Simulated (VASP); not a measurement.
Output of a VASP run:

OUTCAR:
```
 ion  position               nearest neighbor table
   1  0.667  0.333  0.500-   4 1.93   4 1.93   4 1.93   3 1.95   2 3.14   2 3.14   2 3.14   2 3.14
                             2 3.14   2 3.14
   2  0.333  0.667  0.000-   3 1.93   3 1.93   3 1.93   4 1.95   1 3.14   1 3.14   1 3.14   1 3.14
                             1 3.14   1 3.14
   3  0.667  0.333  0.882-   2 1.93   2 1.93   2 1.93   1 1.95
   4  0.333  0.667  0.382-   1 1.93   1 1.93   1 1.93   2 1.95
  LATTYP: Found a hexagonal cell.
 ALAT       =     3.1827189796
 C/A-ratio  =     1.6013618659
 Subroutine PRICEL returns:
 Original cell was already a primitive cell.
 Subroutine GETGRP returns: Found 12 space group operations
The static configuration has the point symmetry C_3v.
 The point group associated with its full space group is C_6v.
The dynamic configuration has the point symmetry C_3v.
 Subroutine INISYM returns: Found 12 space group operations
 Subroutine IBZKPT returns following result:
 Found     30 irreducible k-points:

 Following reciprocal coordinates:
            Coordinates               Weight
  0.000000  0.000000  0.000000      1.000000
  0.125000  0.000000  0.000000      6.000000
  0.250000  0.000000  0.000000      6.000000
  0.375000  0.000000  0.000000      6.000000
  0.500000  0.000000  0.000000      3.000000
  0.125000  0.125000  0.000000      6.000000
  0.250000  0.125000  0.000000     12.000000
  0.375000  0.125000  0.000000     12.000000
  0.250000  0.250000  0.000000      6.000000
  0.375000  0.250000  0.000000      6.000000
  0.000000  0.000000  0.200000      2.000000
  0.125000  0.000000  0.200000     12.000000
  0.250000  0.000000  0.200000     12.000000
  0.375000  0.000000  0.200000     12.000000
  0.500000  0.000000  0.200000      6.000000
  0.125000  0.125000  0.200000     12.000000
  0.250000  0.125000  0.200000     24.000000
  0.375000  0.125000  0.200000     24.000000
  0.250000  0.250000  0.200000     12.000000
  0.375000  0.250000  0.200000     12.000000
  0.000000  0.000000  0.400000      2.000000
  0.125000  0.000000  0.400000     12.000000
  0.250000  0.000000  0.400000     12.000000
  0.375000  0.000000  0.400000     12.000000
  0.500000  0.000000  0.400000      6.000000
  0.125000  0.125000  0.400000     12.000000
  0.250000  0.125000  0.400000     24.000000
  0.375000  0.125000  0.400000     24.000000
  0.250000  0.250000  0.400000     12.000000
  0.375000  0.250000  0.400000     12.000000
   k-points           NKPTS =     30   k-points in BZ     NKDIM =     30   number of bands    NBANDS=     12
   number of dos      NEDOS =    301   number of ions     NIONS =      4
   total plane-waves  NPLWV =  23040
   dimension x,y,z NGX =    24 NGY =   24 NGZ =   40
   dimension x,y,z NGXF=    48 NGYF=   48 NGZF=   80
   ions per type =               2   2
   PREC   = accura    normal or accurate (medium, high low for compatibility)
   ISTART =      0    job   : 0-new  1-cont  2-samecut
   ICHARG =      2    charge: 1-file 2-atom 10-const
   ISPIN  =      1    spin polarized calculation?
   LNONCOLLINEAR =      F non collinear calculations
   LSORBIT =      F    spin-orbit coupling
   INIWAV =      1    electr: 0-lowe 1-rand  2-diag
   ENCUT  =  520.0 eV  38.22 Ry    6.18 a.u.   5.92  5.92  9.48*2*pi/ulx,y,z
   NELM   =    100;   NELMIN=  2; NELMDL= -5     # of ELM steps
   EDIFF  = 0.1E-06   stopping-criterion for ELM
   LREAL  =      F    real-space projection
   NLSPLINE    = F    spline interpolate recip. space projectors
   LMAXMIX     =    2 max onsite mixed and CHGCAR
   VOSKOWN=      0    Vosko Wilk Nusair interpolation
   EDIFFG = -.1E-01   stopping-criterion for IOM
   NSW    =     30    number of steps for IOM
   NBLOCK =      1;   KBLOCK =     30    inner block; outer block
   IBRION =      2    ionic relax: 0-MD 1-quasi-New 2-CG
   NFREE  =      1    steps in history (QN), initial steepest desc. (CG)
   ISIF   =      4    stress and relaxation
   ISYM   =      2    0-nonsym 1-usesym 2-fastsym
   TEIN   =    0.0    initial temperature
...
```

### OSZICAR
```
...
DAV:   6    -0.250117979661E+02    0.45924E+01   -0.17549E+01   876   0.313E+01    0.411E+00
DAV:   7    -0.250385591603E+02   -0.26761E-01   -0.63261E-01   764   0.619E+00    0.279E+00
DAV:   8    -0.250291804588E+02    0.93787E-02   -0.96511E-02   808   0.331E+00    0.525E-01
DAV:   9    -0.250238153232E+02    0.53651E-02   -0.22422E-02   920   0.110E+00    0.253E-01
DAV:  10    -0.250244332305E+02   -0.61791E-03   -0.27520E-03   824   0.403E-01    0.145E-01
DAV:  11    -0.250243483150E+02    0.84916E-04   -0.21859E-04   856   0.122E-01    0.383E-02
DAV:  12    -0.250243509037E+02   -0.25887E-05   -0.89301E-06   800   0.295E-02    0.761E-03
DAV:  13    -0.250243509300E+02   -0.26323E-07   -0.70195E-06   876   0.201E-02    0.479E-03
DAV:  14    -0.250243511058E+02   -0.17574E-06   -0.44142E-07   840   0.617E-03    0.989E-04
DAV:  15    -0.250243511173E+02   -0.11551E-07   -0.22360E-08   408   0.141E-03
   1 F= -.25024351E+02 E0= -.25024351E+02  d E =-.250244E+02
       N       E                     dE             d eps       ncg     rms          rms(c)
DAV:   1    -0.250251555895E+02   -0.80448E-03   -0.36188E-02   720   0.182E+00    0.100E-01
DAV:   2    -0.250249427165E+02    0.21287E-03   -0.30391E-04   916   0.165E-01    0.570E-02
DAV:   3    -0.250248322323E+02    0.11048E-03   -0.16435E-04   876   0.110E-01    0.345E-03
DAV:   4    -0.250248334353E+02   -0.12029E-05   -0.11238E-05   824   0.310E-02    0.293E-03
DAV:   5    -0.250248332794E+02    0.15589E-06   -0.20025E-07   724   0.427E-03    0.145E-03
DAV:   6    -0.250248334990E+02   -0.21960E-06   -0.62324E-08   432   0.241E-03    0.290E-04
DAV:   7    -0.250248335496E+02   -0.50629E-07   -0.91191E-09   364   0.928E-04
   2 F= -.25024834E+02 E0= -.25024834E+02  d E =-.482432E-03
       N       E                     dE             d eps       ncg     rms          rms(c)
DAV:   1    -0.250249518489E+02   -0.11835E-03   -0.74735E-03   720   0.829E-01    0.457E-02
DAV:   2    -0.250249075909E+02    0.44258E-04   -0.62731E-05   916   0.750E-02    0.259E-02
DAV:   3    -0.250248850475E+02    0.22543E-04   -0.34010E-05   876   0.502E-02    0.156E-03
DAV:   4    -0.250248853318E+02   -0.28429E-06   -0.23262E-06   828   0.141E-02    0.132E-03
DAV:   5    -0.250248852536E+02    0.78260E-07   -0.36524E-08   436   0.191E-03
   3 F= -.25024885E+02 E0= -.25024885E+02  d E =-.534136E-03
       N       E                     dE             d eps       ncg     rms          rms(c)
DAV:   1    -0.250249168288E+02   -0.31497E-04   -0.20559E-02   720   0.131E+00    0.261E-02
DAV:   2    -0.250249353768E+02   -0.18548E-04   -0.33107E-04   836   0.156E-01    0.165E-02
DAV:   3    -0.250249259275E+02    0.94493E-05   -0.93516E-06   828   0.355E-02    0.692E-03
DAV:   4    -0.250249251749E+02    0.75260E-06   -0.90825E-06   868   0.265E-02    0.273E-03
DAV:   5    -0.250249251796E+02   -0.46699E-08   -0.85991E-07   732   0.881E-03
   4 F= -.25024925E+02 E0= -.25024925E+02  d E =-.399260E-04
       N       E                     dE             d eps       ncg     rms          rms(c)
DAV:   1    -0.250249355778E+02   -0.10403E-04   -0.20298E-03   720   0.412E-01    0.851E-03
DAV:   2    -0.250249368613E+02   -0.12836E-05   -0.32167E-05   836   0.492E-02    0.550E-03
DAV:   3    -0.250249359052E+02    0.95607E-06   -0.12141E-06   832   0.128E-02    0.201E-03
DAV:   4    -0.250249358334E+02    0.71862E-07   -0.97474E-07   764   0.835E-03
   5 F= -.25024936E+02 E0= -.25024936E+02  d E =-.505798E-04
```

OUTCAR:
```
------------------------ aborting loop because EDIFF is reached ----------------------------------------
  FORCE on cell =-STRESS in cart. coord.  units (eV):
  Direction    XX          YY          ZZ          XY          YZ          ZX
  --------------------------------------------------------------------------------------
  Total       -2.8767860     -2.8767860     -2.8788711      0.0000000     -0.0000000      0.0000000
  in kB     -103.0868203   -103.0868199   -103.1615374      0.0000000     -0.0000000      0.0000000
  external PRESSURE =    -103.1117259 kB  Pullay stress =       0.0000000 kB
  volume of cell :       44.71
      direct lattice vectors                 reciprocal lattice vectors
     1.588996529 -2.752222717  0.000000000     0.314663998 -0.181671344 -0.000000000
     1.588996529  2.752222717 -0.000000000     0.314663998  0.181671344  0.000000000
     0.000000000 -0.000000000  5.111854417     0.000000000  0.000000000  0.195623724
  FREE ENERGIE OF THE ION-ELECTRON SYSTEM (eV)
  ---------------------------------------------------
  free  energy   TOTEN  =       -25.0249358334 eV

  energy  without entropy=      -25.0249358334  energy(sigma->0) =      -25.02493583

 reached required accuracy - stopping structural energy minimisation
```
(Selected blocks of OUTCAR.)

POSCAR:
```
AlN
1
    1.5913594924    -2.7563154879     0.0000000000
    1.5913594924     2.7563154879     0.0000000000
    0.0000000000     0.0000000000     5.0966848037
Al N
2 2
Direct
  0.6666670000   0.3333330000   0.5000537280
  0.3333330000   0.6666670000   0.0000537280
  0.6666670000   0.3333330000   0.8819462720
  0.3333330000   0.6666670000   0.3819462720
```

Reconstruct the remaining input files.

Several could match; the one computed here: the input of the run itself, optB86b-vdW, plane waves, VASP's PBE PAW potentials (set 64).

### INCAR
```
SYSTEM  =  AlN
PREC  =  Accurate; ENCUT  =  520; LREAL  =  F
LASPH  =  T
EDIFF  =  1E-7; NELM  =  100; ALGO  =  Normal
ISMEAR  =  0; SIGMA  =  0.05
GGA  =  MK; LUSE_VDW  =  T; AGGAC  =  0.0
PARAM1  =  0.1234; PARAM2  =  1.0
IBRION  =  2; NSW  =  30; ISIF  =  4
EDIFFG  =  -0.01
LWAVE  =  F; LCHARG  =  F
```

File KPOINTS:
```
Automatic mesh
0
Gamma
8 8 5
0 0 0
```

POTCAR, in this order: Al N (PBE.64 set). Program: vasp_std.

The compound is AlN in the wurtzite structure. This cell is one point of a volume scan, at 1.06 of the reference volume. Symmetry was kept, so distortions that lower it aren't found.
